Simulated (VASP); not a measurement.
All values below come from PBEsol GGA, VASP's PBE PAW potentials (set 64) (plane waves; VASP).

A VASP calculation is set up with these files.

**POSCAR**
```
HgZn3Te4
1
    6.1782260080     0.0000000000     0.0000000000
    0.0000000000     6.1782260080     0.0000000000
    0.0000000000     0.0000000000     6.1782260080
Zn Te Hg
3 4 1
Direct
  0.0000000000   0.0000000000   0.0000000000
  0.5000000000   0.5000000000   0.0000000000
  0.5000000000   0.0000000000   0.5000000000
  0.2605412393   0.2394587607   0.2394587607
  0.7394587607   0.7605412393   0.2394587607
  0.7394587607   0.2394587607   0.7605412393
  0.2605412393   0.7605412393   0.7605412393
  0.0000000000   0.5000000000   0.5000000000
```

INCAR:
```
SYSTEM = HgZn3Te4
PREC = Accurate
ENCUT = 400
EDIFF = 1E-7
NELM = 100
ALGO = Normal
LREAL = .FALSE.
LASPH = .TRUE.
ISMEAR = -5
GGA = PS
LMAXMIX = 6
LWAVE = .FALSE.
LCHARG = .TRUE.
LORBIT = 11
NEDOS = 601
ISIF = 2
LEFG = .TRUE.
```

KPOINTS:
```
Automatic mesh
0
Gamma
4 4 4
0 0 0
```

POTCAR, in this order: Zn Te Hg (PBE.64 set). Program: vasp_std.

The run wrote:

### OSZICAR
```
       N       E                     dE             d eps       ncg     rms          rms(c)
DAV:   1     0.462811481691E+03    0.46281E+03   -0.27114E+04   860   0.140E+03
DAV:   2     0.234461470234E+02   -0.43937E+03   -0.42686E+03   887   0.342E+02
DAV:   3    -0.215375779934E+02   -0.44984E+02   -0.44623E+02   990   0.116E+02
DAV:   4    -0.228907884023E+02   -0.13532E+01   -0.13507E+01   983   0.193E+01
DAV:   5    -0.229223931128E+02   -0.31605E-01   -0.31602E-01  1069   0.269E+00    0.114E+01
DAV:   6    -0.220542117207E+02    0.86818E+00   -0.30596E+00  1071   0.300E+01    0.851E+00
DAV:   7    -0.220461669443E+02    0.80448E-02   -0.13277E+00   983   0.891E+00    0.411E+00
DAV:   8    -0.220361543230E+02    0.10013E-01   -0.73851E-02  1012   0.323E+00    0.115E+00
DAV:   9    -0.220354460231E+02    0.70830E-03   -0.16174E-02  1060   0.966E-01    0.549E-01
DAV:  10    -0.220356271919E+02   -0.18117E-03   -0.35399E-03   956   0.694E-01    0.178E-01
DAV:  11    -0.220355766028E+02    0.50589E-04   -0.42355E-04   967   0.409E-01    0.618E-02
DAV:  12    -0.220356054659E+02   -0.28863E-04   -0.30598E-04   926   0.154E-01    0.403E-02
DAV:  13    -0.220355981443E+02    0.73216E-05   -0.98758E-05   951   0.145E-01    0.189E-02
DAV:  14    -0.220356047367E+02   -0.65924E-05   -0.41132E-05   902   0.444E-02    0.261E-02
DAV:  15    -0.220356018325E+02    0.29042E-05   -0.12024E-05  1074   0.396E-02    0.794E-03
DAV:  16    -0.220356018705E+02   -0.38009E-07   -0.29879E-06  1062   0.142E-02    0.206E-03
DAV:  17    -0.220356020497E+02   -0.17912E-06   -0.57623E-07   860   0.409E-03    0.276E-03
DAV:  18    -0.220356020724E+02   -0.22747E-07   -0.14304E-08   493   0.189E-03
   1 F= -.22035602E+02 E0= -.22035602E+02  d E =0.000000E+00
```

File OUTCAR:
```
------------------------ aborting loop because EDIFF is reached ----------------------------------------
  FORCE on cell =-STRESS in cart. coord.  units (eV):
  Direction    XX          YY          ZZ          XY          YZ          ZX
  --------------------------------------------------------------------------------------
  Total       -0.1237063     -0.1237063     -0.1237063     -0.0000000      0.0000000      0.0000000
  in kB       -0.8404484     -0.8404484     -0.8404484     -0.0000000      0.0000000      0.0000000
  external PRESSURE =      -0.8404484 kB  Pullay stress =       0.0000000 kB
  volume of cell :      235.83
      direct lattice vectors                 reciprocal lattice vectors
     6.178226008  0.000000000  0.000000000     0.161858760  0.000000000  0.000000000
     0.000000000  6.178226008  0.000000000     0.000000000  0.161858760  0.000000000
     0.000000000  0.000000000  6.178226008     0.000000000  0.000000000  0.161858760
 POSITION                                       TOTAL-FORCE (eV/Angst)
 -----------------------------------------------------------------------------------
      0.00000      0.00000      0.00000        -0.000000      0.000000      0.000000
      3.08911      3.08911      0.00000        -0.000000      0.000000      0.000000
      3.08911      0.00000      3.08911        -0.000000      0.000000      0.000000
      1.60968      1.47943      1.47943        -0.009642      0.009642      0.009642
      4.56854      4.69880      1.47943         0.009642     -0.009642      0.009642
      4.56854      1.47943      4.69880         0.009642      0.009642     -0.009642
      1.60968      4.69880      4.69880        -0.009642     -0.009642     -0.009642
      0.00000      3.08911      3.08911         0.000000      0.000000      0.000000
 -----------------------------------------------------------------------------------
    total drift:                               -0.000000     -0.000000     -0.000000
  FREE ENERGIE OF THE ION-ELECTRON SYSTEM (eV)
  ---------------------------------------------------
  free  energy   TOTEN  =       -22.0356020724 eV

  energy  without entropy=      -22.0356020724  energy(sigma->0) =      -22.03560207

 total charge

# of ion       s       p       d       tot
------------------------------------------
    1        0.560   0.432   9.758  10.750
    2        0.560   0.432   9.758  10.750
    3        0.560   0.432   9.758  10.750
    4        1.352   2.042   0.030   3.424
    5        1.352   2.042   0.030   3.424
    6        1.352   2.042   0.030   3.424
    7        1.352   2.042   0.030   3.424
    8        0.745   0.441   9.350  10.536
--------------------------------------------------
tot          7.830   9.905  38.746  56.481

 Electric field gradients after diagonalization (V/A^2)
 (convention: |V_zz| > |V_xx| > |V_yy|)
----------------------------------------------------------------------
 ion       V_xx      V_yy      V_zz     asymmetry (V_yy - V_xx)/ V_zz
----------------------------------------------------------------------
   1       4.875     4.875    -9.750       0.000
   2       4.875     4.875    -9.750       0.000
   3       4.875     4.875    -9.750       0.000
   4     -15.060   -15.060    30.120       0.000
   5     -15.060   -15.060    30.120       0.000
   6     -15.060   -15.060    30.120       0.000
   7     -15.060   -15.060    30.120       0.000
   8      -0.000    -0.000     0.000       0.119
```
(Selected blocks of OUTCAR.)

The structure was generated: HgZn3Te4 was put into an ordered model structure (P-43m), which need not be its known phase. It was relaxed first.
